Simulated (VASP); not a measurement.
An input for Quantum ESPRESSO's pw.x (written as the equivalent of a VASP run, and not itself run):

```
&CONTROL
  calculation = 'scf'
  pseudo_dir = './pseudo'
  outdir = './out'
  tprnfor = .true.
  tstress = .true.
/
&SYSTEM
  ibrav = 0
  nat = 8
  ntyp = 2
  ecutwfc = 84
  occupations = 'smearing'
  smearing = 'fermi-dirac'
  degauss = 0.009996
  input_dft = 'pbesol'
/
&ELECTRONS
  conv_thr = 7.3e-08
  electron_maxstep = 100
/
ATOMIC_SPECIES
  Ru 101.070 Ru.upf
  Os 190.230 Os.upf
CELL_PARAMETERS angstrom
     5.4304200    0.0000000    0.0000000
    -2.7152100    4.7028820    0.0000000
     0.0000000    0.0000000    4.2909800
ATOMIC_POSITIONS crystal
  Ru   0.7945650  0.1569120  0.7533240
  Ru   0.1848650  0.8485360  0.2559590
  Ru   0.6569000  0.8188030  0.2593490
  Ru   0.3481420  0.1700420  0.7544950
  Ru   0.8355430  0.6601410  0.7484000
  Ru   0.1795320  0.3487910  0.2529530
  Os   0.6614840  0.3325640  0.2402960
  Os   0.3389680  0.6642120  0.7352240
K_POINTS automatic
  4 4 5 0 0 0
```

**Question.** Write the VASP files for the same calculation (PBEsol).

**Answer.** This is not unique; one that fits is 
File KPOINTS:
```
Automatic mesh
0
Gamma
4 4 5
0 0 0
```

INCAR:
```
ALGO = Normal
EDIFF = 1E-6
ENCUT = 300
GGA = PS
ISIF = 2
ISMEAR = -1
LASPH = .TRUE.
LCHARG = .FALSE.
LMAXMIX = 6
LREAL = .FALSE.
LWAVE = .FALSE.
NELM = 100
PREC = Accurate
SIGMA = 0.136
SYSTEM = OsRu3
```

### POSCAR
```
OsRu3
5.430420
  1.0000000000   0.0000000000   0.0000000000
 -0.5000000000   0.8660254640   0.0000000000
  0.0000000000   0.0000000000   0.7901746090
Ru Os
6 2
direct
  0.7945650000   0.1569120000   0.7533240000
  0.1848650000   0.8485360000   0.2559590000
  0.6569000000   0.8188030000   0.2593490000
  0.3481420000   0.1700420000   0.7544950000
  0.8355430000   0.6601410000   0.7484000000
  0.1795320000   0.3487910000   0.2529530000
  0.6614840000   0.3325640000   0.2402960000
  0.3389680000   0.6642120000   0.7352240000
```

POTCAR, in this order: Ru_pv Os (PBE.64 set). Program: vasp_std.

What does not carry over: the potentials are each code's own (VASP's PAW set, PseudoDojo norm-conserving files in pw.x), so ENCUT and ecutwfc are chosen apart and not converted; conv_thr bounds pw.x's estimated SCF error, while EDIFF bounds the energy change between steps.

The structure comes from a computed database's OsRu3 entry (P6_3/mmc); how it stands against other phases isn't given here. The cell was not relaxed at this level, atoms are displaced from their ideal sites. The k-mesh is coarse (spacing up to 0.33 per Å, 2π included), so the numbers may not be converged in it.
